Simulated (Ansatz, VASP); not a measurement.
# Cd2Os2O7: VASP beside Ansatz

Aim: how closely do two programs agree when they are given the same cell, functional and k mesh? The cell is taken from a series of runs on this material, whose earlier steps may have relaxed, scaled, displaced or heated it; both programs get it as it stands.

Main program and level: Ansatz 0.2.0; plane waves, with VASP 6.6.1 beside it; LDA.

## 1. Starting point

Symmetry: Fd-3m, No. 227, cubic system. Conventional cell: a = 10.059 Å, b = 10.059 Å, c = 10.059 Å, α = 90.00°, β = 90.00°, γ = 90.00°. Nearest to Cd lie 8 O at 2.18 to 2.55 Å. Nearest to Os lie 6 O at 1.91 Å. Nearest to O lie 4 Cd at 2.18 Å. Nearest to O lie 2 Os at 1.91 Å and 2 Cd at 2.55 Å. Farther neighbours and most contacts between anions are not listed.

## 2. VASP: relaxation of cell and atoms, LDA

The relaxed volume is the usual yardstick between codes: in a stiff, nearly cubic crystal its relative difference is about their pressure difference at one cell divided by the bulk modulus.

Lines of VASP's logs that name or quote its potential files are left out, and so is its time.

INCAR reads:

```
SYSTEM = Cd2Os2O7
PREC = Accurate
ENCUT = 600
EDIFF = 1E-07
NELM = 120
ISMEAR = 1
SIGMA = 0.2
LREAL = .FALSE.
ALGO = Normal
GGA = PW92
NBANDS = 104
LASPH = .TRUE.
LORBIT = 11
LWAVE = .FALSE.
LCHARG = .FALSE.
ISIF = 3
IBRION = 2
NSW = 80
EDIFFG = -0.005
GGA_COMPAT = .FALSE.
NELMIN = 4
KPAR = 4
```

POSCAR reads:

```
Cd2Os2O7
1.0
    0.0000000000      5.0294833532      5.0294833532
    5.0294833532      0.0000000000      5.0294833532
    5.0294833532      5.0294833532      0.0000000000
Cd Os O
4 4 14
Direct
    0.6250000000      0.6250000000      0.6250000000
    0.1250000000      0.6250000000      0.6250000000
    0.6250000000      0.1250000000      0.6250000000
    0.6250000000      0.6250000000      0.1250000000
    0.1250000000      0.1250000000      0.1250000000
    0.6250000000      0.1250000000      0.1250000000
    0.1250000000      0.6250000000      0.1250000000
    0.1250000000      0.1250000000      0.6250000000
    0.7500000000      0.7500000000      0.7500000000
    0.5000000000      0.5000000000      0.5000000000
    0.0563674957      0.4436325043      0.0563674957
    0.8063674957      0.1936325043      0.8063674957
    0.0563674957      0.0563674957      0.4436325043
    0.4436325043      0.0563674957      0.0563674957
    0.0563674957      0.4436325043      0.4436325043
    0.4436325043      0.4436325043      0.0563674957
    0.4436325043      0.0563674957      0.4436325043
    0.1936325043      0.8063674957      0.8063674957
    0.8063674957      0.1936325043      0.1936325043
    0.1936325043      0.8063674957      0.1936325043
    0.8063674957      0.8063674957      0.1936325043
    0.1936325043      0.1936325043      0.8063674957
```

KPOINTS reads:

```
Automatic mesh
0
Gamma
8 8 8
0 0 0
```

PAW data sets: Cd, Os and O (LDA family, release 64).

Run with:

```
$ mpirun -np 4 vasp_std
```

Numbers of over 12 decimals in the logs are rounded to 6 here.

The program printed:

```text
[banner, memory and clock lines left out]
running    4 mpi-ranks, on    1 nodes
 distrk:  each k-point on    1 cores,    4 groups
 distr:  one band on    1 cores,    1 groups

 POSCAR found type information on POSCAR CdOsO
 POSCAR found :  3 types and      22 ions
|                                                                             |
|               ----> ADVICE to this user running VASP <----                  |
|                                                                             |
|     You have a (more or less) 'large supercell' and for larger cells it     |
|     might be more efficient to use real-space projection operators.         |
|     Therefore, try LREAL= Auto in the INCAR file.                           |
|     Mind: For very accurate calculation, you might also keep the            |
|     reciprocal projection scheme (i.e. LREAL=.FALSE.).                      |
|                                                                             |

|                                                                             |
|               ----> ADVICE to this user running VASP <----                  |
|                                                                             |
|     You enforced a specific xc type in the INCAR file but a different       |
|     [... a line on the potential file left out ...]
|     I HOPE YOU KNOW WHAT YOU ARE DOING!                                     |
|                                                                             |

 LDA part: xc-table for (Slater(with rela. corr.)+PW92), standard interpolation
 POSCAR, INCAR and KPOINTS ok, starting setup
 FFT: planning ... GRIDC
 FFT: planning ... GRID_SOFT
 FFT: planning ... GRID
 WAVECAR not read
 entering main loop
       N       E                     dE             d eps       ncg     rms          rms(c)
DAV:   1     0.163235705976E+04    0.16324E+04   -0.94716E+04  6032   0.178E+03
DAV:   2    -0.167757404880E+02   -0.16491E+04   -0.15668E+04  6264   0.489E+02
DAV:   3    -0.186332178153E+03   -0.16956E+03   -0.16507E+03  7296   0.154E+02
DAV:   4    -0.190767645411E+03   -0.44355E+01   -0.43650E+01  6984   0.267E+01
DAV:   5    -0.190857747020E+03   -0.90102E-01   -0.89920E-01  7176   0.351E+00    0.134E+02
DAV:   6    -0.163329703208E+03    0.27528E+02   -0.13169E+02  8912   0.604E+01    0.352E+01
DAV:   7    -0.161955128951E+03    0.13746E+01   -0.29352E+01  8800   0.305E+01    0.469E+01
DAV:   8    -0.160133209452E+03    0.18219E+01   -0.36008E+00  8224   0.122E+01    0.439E+00
DAV:   9    -0.160067920111E+03    0.65289E-01   -0.81115E-01  7056   0.395E+00    0.157E+00
DAV:  10    -0.160069901606E+03   -0.19815E-02   -0.92296E-02  6616   0.138E+00    0.210E+00
DAV:  11    -0.160069233614E+03    0.66799E-03   -0.26698E-03  7064   0.239E-01    0.121E+00
DAV:  12    -0.160068695935E+03    0.53768E-03   -0.18646E-03  7352   0.195E-01    0.153E-01
DAV:  13    -0.160068660600E+03    0.35335E-04   -0.21336E-04  6808   0.802E-02    0.858E-02
DAV:  14    -0.160068663113E+03   -0.25127E-05   -0.56966E-05  6896   0.311E-02    0.645E-02
DAV:  15    -0.160068660734E+03    0.23783E-05   -0.73104E-06  6840   0.115E-02    0.225E-02
DAV:  16    -0.160068660562E+03    0.17183E-06   -0.93624E-07  7512   0.475E-03    0.592E-03
DAV:  17    -0.160068660553E+03    0.99080E-08   -0.16506E-07  4584   0.193E-03
   1 F= -.16006866E+03 E0= -.16006555E+03  d E =-.160069E+03
[...]
2 F= -.16001074E+03 E0= -.16000857E+03  d E =0.579206E-01
[...]
3 F= -.16009935E+03 E0= -.16009657E+03  d E =-.306943E-01
[...]
4 F= -.16009935E+03 E0= -.16009656E+03  d E =-.306915E-01
[...]
5 F= -.16010016E+03 E0= -.16009745E+03  d E =-.810925E-03
[...]
6 F= -.16010049E+03 E0= -.16009785E+03  d E =-.113950E-02
 curvature:  -0.94 expect dE=-0.278E-04 dE for cont linesearch -0.112E-04
 ZBRENT: extrapolating
 opt :   1.9419  next Energy=  -160.100503 (dE=-0.115E-02)
 bond charge predicted
       N       E                     dE             d eps       ncg     rms          rms(c)
DAV:   1    -0.160100512910E+03   -0.21356E-04   -0.11801E-02  6088   0.403E-01    0.438E-02
DAV:   2    -0.160100505822E+03    0.70877E-05   -0.32414E-04  6768   0.725E-02    0.221E-02
DAV:   3    -0.160100501859E+03    0.39633E-05   -0.91292E-06  7432   0.209E-02    0.235E-02
DAV:   4    -0.160100501369E+03    0.48980E-06   -0.19094E-06  6472   0.571E-03    0.150E-02
DAV:   5    -0.160100501148E+03    0.22113E-06   -0.51550E-07  6472   0.381E-03    0.530E-03
DAV:   6    -0.160100501147E+03    0.86220E-09   -0.19465E-07  4008   0.226E-03
   7 F= -.16010050E+03 E0= -.16009788E+03  d E =-.114910E-02
 curvature:  -0.97 expect dE=-0.178E-04 dE for cont linesearch -0.358E-10
 trial: gam= 0.01146 g(F)=  0.140E-05 g(S)=  0.170E-04 ort = 0.209E-06 (trialstep = 0.109E+01)
 search vector abs. value=  0.185E-04
 reached required accuracy - stopping structural energy minimisation
```

(Continued in part 2 of 2.)

[Lines on the potential files, build, host, timing and source positions are cut from VASP's logs without a mark.]

[Logs are printed without paths, hosts, clocks, repeated set-up lines and the standing remarks that a program may print on its own settings, such as how far it seeks lower states.]

[Hosts, paths, dates, database ids (printed as entryN), source tags and the programs' standing remarks are cut or masked in the printed files.]
